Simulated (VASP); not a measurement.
Method: SCAN meta-GGA, VASP's PBE PAW potentials (set 64) (plane waves; VASP). For the first row: Run with 520 eV cut-off, 8×8×5 Γ-centred mesh, Gaussian smearing of 0.050 eV, potentials Si C.

| system | energy (eV/atom) |
|---|---|
| SiC (wurtzite) | -10.3411 |
| Si atom | -5.2995 |
| C atom | -2.5125 |

Atoms are spin-polarised in a large box without symmetry, with the spin fixed by Hund's rule, and may not be in the lowest state of each functional; no zero-point energy is added.

### Question
What is the cohesive energy per atom of SiC?

### Answer
The references average (2×(-5.2995) + 2×(-2.5125))/4 = -3.9060 eV, so the cohesive energy is -3.9060 − (-10.3411) = 6.435 eV/atom.
